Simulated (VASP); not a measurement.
Data:

```yaml
crystal:
  lattice:
    - [1.23079, 0.71060, 7.67415]
    - [-1.23079, 0.71060, 7.67415]
    - [0.00000, -1.42120, 7.67415]
  atoms:
    - { symbol: C, position: [0.91258, 0.91258, 0.91258] }
    - { symbol: C, position: [0.08742, 0.08742, 0.08742] }
    - { symbol: C, position: [0.24592, 0.24592, 0.24592] }
    - { symbol: C, position: [0.75408, 0.75408, 0.75408] }
```

These are PBEsol GGA, VASP's PBE PAW potentials (set 64) (plane waves; VASP) values and carry that method's errors. Run with 520 eV cut-off, 12×12×12 Γ-centred mesh, tetrahedra with Blöchl corrections, potentials C.

### Question
Predict the energy per atom (σ→0).

### Answer

| Property | Result |
|---|---|
| energy per atom (σ→0) | -9.641 eV/atom |

The structure comes from a computed database's C entry (R-3m); how it stands against other phases isn't given here. It was relaxed first, which changed the volume by -8 %.
